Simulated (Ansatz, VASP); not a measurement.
# Al2O3 (Corundum): VASP beside Ansatz, part 2 of 2

One calculation is typed for both programs; each brings its own data sets. How far apart do they land? The cell is taken from a series of runs on this material, whose earlier steps may have relaxed, scaled, displaced or heated it; both programs get it as it stands.

VASP 6.6.1 and Ansatz 0.2.0.

So far: The structure; Ansatz: relaxation of cell and atoms, PBE with D3(BJ).

## Step 3: VASP: relaxation of cell and atoms, PBE with D3(BJ)

Level of this step: PBE with D3(BJ); plane waves and PAW (Al, O) (VASP).

The same cell, functional and mesh now go to VASP, with its own data sets.

Lines of VASP's logs that name or quote its potential files are left out, and so is its time.

INCAR reads:

```
SYSTEM = Al2O3
PREC = Accurate
ENCUT = 600
EDIFF = 1E-07
NELM = 120
ISMEAR = 0
SIGMA = 0.01
LREAL = .FALSE.
ALGO = Normal
GGA = PE
IVDW = 12
NBANDS = 34
LORBIT = 11
LWAVE = .FALSE.
LCHARG = .FALSE.
ISIF = 3
IBRION = 2
NSW = 80
EDIFFG = -0.005
LASPH = .TRUE.
GGA_COMPAT = .FALSE.
NELMIN = 4
EFERMI = MIDGAP
KPAR = 2
```

POSCAR reads:

```
Al2O3
1.0
    2.3894830000      1.3795690000      4.3451900000
   -2.3894830000      1.3795690000      4.3451900000
    0.0000000000     -2.7591370000      4.3451900000
Al O
4 6
Direct
    0.3520738899      0.3520738899      0.3520740175
    0.1479258549      0.1479258549      0.1479259825
    0.6479258549      0.6479258549      0.6479259825
    0.8520738899      0.8520738899      0.8520740175
    0.5563854437      0.9436143011      0.2500000000
    0.2499998724      0.5563854437      0.9436144287
    0.9436143011      0.2499998724      0.5563855713
    0.4436143011      0.0563854437      0.7500000000
    0.7499998724      0.4436143011      0.0563855713
    0.0563854437      0.7499998724      0.4436144287
```

KPOINTS reads:

```
Automatic mesh
0
Gamma
6 6 6
0 0 0
```

PAW data sets: Al and O (PBE family, release 64).

Launch:

```console
mpirun -np 2 vasp_std
```

Numbers of over 12 decimals in the logs are rounded to 6 here.

The log of the run:

```text
[banner, memory and clock lines left out]
running    2 mpi-ranks, on    1 nodes
 distrk:  each k-point on    1 cores,    2 groups
 distr:  one band on    1 cores,    1 groups

 POSCAR found type information on POSCAR AlO
 POSCAR found :  2 types and      10 ions
 LDA part: xc-table for (Slater+PW92), standard interpolation
 POSCAR, INCAR and KPOINTS ok, starting setup
 FFT: planning ... GRIDC
 FFT: planning ... GRID_SOFT
 FFT: planning ... GRID
 WAVECAR not read
 entering main loop
       N       E                     dE             d eps       ncg     rms          rms(c)
DAV:   1     0.256229360064E+03    0.25623E+03   -0.27735E+04  2176   0.151E+03
DAV:   2    -0.683361799059E+02   -0.32457E+03   -0.31275E+03  2778   0.307E+02
DAV:   3    -0.827063573048E+02   -0.14370E+02   -0.14321E+02  2796   0.665E+01
DAV:   4    -0.828222455844E+02   -0.11589E+00   -0.11582E+00  2752   0.684E+00
DAV:   5    -0.828236428983E+02   -0.13973E-02   -0.13971E-02  2730   0.758E-01    0.175E+01
DAV:   6    -0.747445940870E+02    0.80790E+01   -0.29685E+01  2640   0.293E+01    0.597E+00
DAV:   7    -0.747859280077E+02   -0.41334E-01   -0.85744E-01  2684   0.464E+00    0.328E+00
DAV:   8    -0.748036661549E+02   -0.17738E-01   -0.86287E-02  2624   0.231E+00    0.686E-01
DAV:   9    -0.748076712081E+02   -0.40051E-02   -0.21263E-02  2768   0.806E-01    0.312E-01
DAV:  10    -0.748083281574E+02   -0.65695E-03   -0.80935E-04  2490   0.174E-01    0.724E-02
DAV:  11    -0.748082877766E+02    0.40381E-04   -0.37883E-04  2718   0.111E-01    0.227E-02
DAV:  12    -0.748082905325E+02   -0.27558E-05   -0.22171E-05  2562   0.286E-02    0.582E-03
DAV:  13    -0.748082900120E+02    0.52048E-06   -0.36697E-06  2732   0.107E-02    0.122E-03
DAV:  14    -0.748082899017E+02    0.11024E-06   -0.17322E-07  1994   0.261E-03    0.687E-04
DAV:  15    -0.748082899696E+02   -0.67895E-07   -0.16894E-08  1582   0.846E-04
   1 F= -.77149590E+02 E0= -.77149590E+02  d E =-.771496E+02
 curvature:   0.00 expect dE= 0.000E+00 dE for cont linesearch  0.000E+00
 trial: gam= 0.00000 g(F)=  0.139E-04 g(S)=  0.578E-03 ort = 0.000E+00 (trialstep = 0.100E+01)
 search vector abs. value=  0.591E-03
 bond charge predicted
       N       E                     dE             d eps       ncg     rms          rms(c)
DAV:   1    -0.748036065483E+02    0.46834E-02   -0.45436E-02  2562   0.143E+00    0.357E-01
DAV:   2    -0.748014374813E+02    0.21691E-02   -0.82391E-03  2546   0.515E-01    0.550E-02
DAV:   3    -0.748014145099E+02    0.22971E-04   -0.19496E-04  2546   0.786E-02    0.226E-02
DAV:   4    -0.748014029670E+02    0.11543E-04   -0.15897E-05  2642   0.263E-02    0.714E-03
DAV:   5    -0.748014031479E+02   -0.18091E-06   -0.24716E-06  2734   0.876E-03    0.138E-03
DAV:   6    -0.748014036735E+02   -0.52557E-06   -0.42980E-08  1544   0.137E-03    0.392E-04
DAV:   7    -0.748014038037E+02   -0.13019E-06   -0.95139E-09  1288   0.585E-04    0.865E-05
DAV:   8    -0.748014038274E+02   -0.23710E-07   -0.11069E-09  1228   0.220E-04
   2 F= -.77149644E+02 E0= -.77149644E+02  d E =-.546764E-04
 trial-energy change:   -0.000055  1 .order   -0.000047   -0.000591    0.000497
 step:   0.5535(harm=  0.5436)  dis= 0.00022  next Energy=   -77.149755 (dE=-0.165E-03)
 bond charge predicted
       N       E                     dE             d eps       ncg     rms          rms(c)
DAV:   1    -0.748050608459E+02   -0.36570E-02   -0.90593E-03  2542   0.639E-01    0.159E-01
DAV:   2    -0.748046247352E+02    0.43611E-03   -0.16511E-03  2536   0.230E-01    0.244E-02
DAV:   3    -0.748046203011E+02    0.44341E-05   -0.38358E-05  2544   0.349E-02    0.101E-02
DAV:   4    -0.748046173980E+02    0.29031E-05   -0.31401E-06  2642   0.117E-02    0.318E-03
DAV:   5    -0.748046169661E+02    0.43192E-06   -0.48433E-07  2674   0.387E-03    0.611E-04
DAV:   6    -0.748046167363E+02    0.22982E-06   -0.84023E-09  1256   0.605E-04    0.176E-04
DAV:   7    -0.748046166783E+02    0.58019E-07   -0.18566E-09  1200   0.258E-04
   3 F= -.77149755E+02 E0= -.77149755E+02  d E =-.164944E-03
 curvature:  -0.27 expect dE=-0.173E-05 dE for cont linesearch -0.403E-07
 trial: gam= 0.02659 g(F)=  0.332E-05 g(S)=  0.304E-05 ort =-0.937E-05 (trialstep = 0.911E+00)
 search vector abs. value=  0.628E-05
 reached required accuracy - stopping structural energy minimisation
```

OUTCAR, selected parts (step 3):

```text
ion  position               nearest neighbor table
   1  0.352  0.352  0.352-   8 1.86  10 1.86   9 1.86   6 1.98   5 1.98   7 1.98   2 2.66   3 2.80
                             3 2.80   3 2.80   2 3.23   2 3.23   2 3.23
   2  0.148  0.148  0.148-   8 1.86   9 1.86  10 1.86   7 1.98   5 1.98   6 1.98   1 2.66   4 2.80
                             4 2.80   4 2.80   1 3.23   1 3.23   1 3.23
   3  0.648  0.648  0.648-   5 1.86   7 1.86   6 1.86   9 1.98   8 1.98  10 1.98   4 2.66   1 2.80
                             1 2.80   1 2.80   4 3.23   4 3.23   4 3.23
   4  0.852  0.852  0.852-   5 1.86   6 1.86   7 1.86  10 1.98   8 1.98   9 1.98   3 2.66   2 2.80
                             2 2.80   2 2.80   3 3.23   3 3.23   3 3.23
   5  0.556  0.944  0.250-   3 1.86   4 1.86   1 1.98   2 1.98
   6  0.250  0.556  0.944-   4 1.86   3 1.86   1 1.98   2 1.98
   7  0.944  0.250  0.556-   3 1.86   4 1.86   2 1.98   1 1.98
   8  0.444  0.056  0.750-   1 1.86   2 1.86   3 1.98   4 1.98
   9  0.750  0.444  0.056-   2 1.86   1 1.86   3 1.98   4 1.98
  10  0.056  0.750  0.444-   1 1.86   2 1.86   4 1.98   3 1.98

  LATTYP: Found a trigonal (rhomboedric) cell.
 ALAT       =     5.1471852278
 COS(alpha) =     0.5689791098

 Subroutine GETGRP returns: Found 12 space group operations
 (whereof  6 operations were pure point group operations)

The static configuration has the point symmetry S_6 .
 The point group associated with its full space group is D_3d.

 Found     32 irreducible k-points:

   k-points           NKPTS =     32   k-points in BZ     NKDIM =     32   number of bands    NBANDS=     34

   dimension x,y,z NGX =    42 NGY =   42 NGZ =   42
   dimension x,y,z NGXF=    84 NGYF=   84 NGZF=   84

   ENCUT  =  600.0 eV  44.10 Ry    6.64 a.u.  10.28 10.28 10.28*2*pi/ulx,y,z

   NELECT =      48.0000    total number of electrons

 k-points in reciprocal lattice and weights: Automatic mesh
   0.00000000  0.00000000  0.00000000       0.005
   0.16666667 -0.00000000  0.00000000       0.028
   0.33333333 -0.00000000  0.00000000       0.028
   0.50000000  0.00000000  0.00000000       0.014
   0.16666667  0.16666667  0.00000000       0.028
   0.33333333  0.16666667 -0.00000000       0.056
   0.50000000  0.16666667  0.00000000       0.056
  -0.33333333  0.16666667  0.00000000       0.056
  -0.16666667  0.16666667  0.00000000       0.028
[...]
-0.33333333  0.50000000  0.33333333       0.028
   0.50000000  0.50000000  0.50000000       0.005

 Edisp (eV)   -2.34824

 average (electrostatic) potential at core
       1 -71.5978       2 -71.5978       3 -71.5978       4 -71.5978       5 -67.1432
       6 -67.1432       7 -67.1432       8 -67.1432       9 -67.1432      10 -67.1432

 E-fermi :   9.0851

 k-point     1 :       0.0000    0.0000    0.0000
  band No.  band energies     occupation
    ...
     20       5.5476      2.00000
     21       5.5476      2.00000
     22       5.9903      2.00000
     23       5.9903      2.00000
     24       6.0347      2.00000
     25      12.1354      0.00000
     26      15.0915      0.00000
     27      16.6590      0.00000
     28      17.4850      0.00000
     29      17.4850      0.00000
    ...

 k-point     2 :       0.1667   -0.0000    0.0000
  band No.  band energies     occupation
    ...
     20       5.1686      2.00000
     21       5.3608      2.00000
     22       5.6933      2.00000
     23       5.9525      2.00000
     24       5.9861      2.00000
     25      12.7674      0.00000
     26      15.5968      0.00000
     27      16.2395      0.00000
     28      17.1658      0.00000
     29      17.1967      0.00000
    ...

 k-point     3 :       0.3333   -0.0000    0.0000
  band No.  band energies     occupation
    ...
     20       4.6809      2.00000
     21       5.2008      2.00000
     22       5.4950      2.00000
     23       5.8094      2.00000
     24       5.8542      2.00000
     25      14.0826      0.00000
     26      15.7430      0.00000
     27      16.1049      0.00000
     28      16.4545      0.00000
     29      16.8732      0.00000
    ...

 Edisp (eV)   -2.34514

  Total       0.01517     0.01517    -0.01300    -0.00000    -0.00000     0.00000
  in kB       0.28333     0.28333    -0.24279    -0.00000    -0.00000     0.00000
  external pressure =        0.11 kB  Pullay stress =        0.00 kB

  energy-cutoff  :      600.00
  volume of cell :       85.80
      direct lattice vectors                 reciprocal lattice vectors
     2.388227955  1.378844399  4.342802643     0.209360249  0.120874195  0.076755340
    -2.388227955  1.378844399  4.342802643    -0.209360249  0.120874195  0.076755340
     0.000000000 -2.757687799  4.342802643     0.000000000 -0.241748390  0.076755368

 POSITION                                       TOTAL-FORCE (eV/Angst)
 -----------------------------------------------------------------------------------
      0.00000     -0.00000      4.58719         0.000000      0.000000      0.003740
      0.00000     -0.00000      1.92702         0.000000     -0.000000     -0.003740
      0.00000      0.00000      8.44122        -0.000000     -0.000000     -0.003740
      0.00000      0.00000     11.10139         0.000000      0.000000      0.003740
     -0.92476      1.37884      7.59990         0.001468      0.000000      0.000000
     -0.73173     -1.49029      7.59990        -0.000734      0.001271     -0.000000
      1.65649      0.11144      7.59990        -0.000734     -0.001271      0.000000
      0.92476     -1.37884      5.42850        -0.001468      0.000000      0.000000
      0.73173      1.49029      5.42850         0.000734     -0.001271      0.000000
     -1.65649     -0.11144      5.42850         0.000734      0.001271     -0.000000
 -----------------------------------------------------------------------------------
    total drift:                                0.000590      0.001194      0.003804

  FREE ENERGIE OF THE ION-ELECTRON SYSTEM (eV)
  ---------------------------------------------------
  free  energy   TOTEN  =       -77.1497546707 eV

  energy  without entropy=      -77.1497546707  energy(sigma->0) =      -77.14975467

 reached required accuracy - stopping structural energy minimisation

 total charge
# of ion       s       p       d       tot
------------------------------------------
    1        0.310   0.397   0.000   0.707
    2        0.310   0.397   0.000   0.707
    3        0.310   0.397   0.000   0.707
    4        0.310   0.397   0.000   0.707
    5        1.544   3.642   0.000   5.186
    6        1.544   3.642   0.000   5.186
    7        1.544   3.642   0.000   5.186
    8        1.544   3.642   0.000   5.186
    9        1.544   3.642   0.000   5.186
   10        1.544   3.642   0.000   5.186
--------------------------------------------------
tot         10.503  23.439   0.000  33.942

[... 3 further parts left out ...]
```

## Step 4: Comparison

Known differences besides the potentials themselves: fixed occupations in Ansatz, narrow Gaussian smearing in VASP; the cutoff is 420 eV in Ansatz and 600 eV in VASP; Ansatz adds a Pulay correction to the stress that steers its cell, VASP none. Total energies have different zeros and are not compared.

Compared:

```
                                         quantity  Ansatz   VASP  difference
                                      volume (Å³)   85.94  85.80     +0.16 %
edge a after relaxation, in the typed setting (Å)   5.147  5.144     +0.05 %
```

## Step 5: What came out

| Property | Result |
| --- | --- |
| difference in volume (relaxation of cell and atoms, PBE with D3(BJ)) | 0.16 % |

**Reading.** The difference in volume is 0.16 % (relaxation of cell and atoms, PBE with D3(BJ)), within the 1.2 % picked in this series as the mark of a large difference, as far as the stopping tolerances let one tell. Such differences can come from data sets, numerical settings and the points named under the comparisons, not from the functional's error against experiment.

[Lines on the potential files, build, host, timing and source positions are cut from VASP's logs without a mark.]

[Logs are printed without paths, hosts, clocks, repeated set-up lines and the standing remarks that a program may print on its own settings, such as how far it seeks lower states.]

[Hosts, paths, dates, database ids (printed as entryN), source tags and the programs' standing remarks are cut or masked in the printed files.]
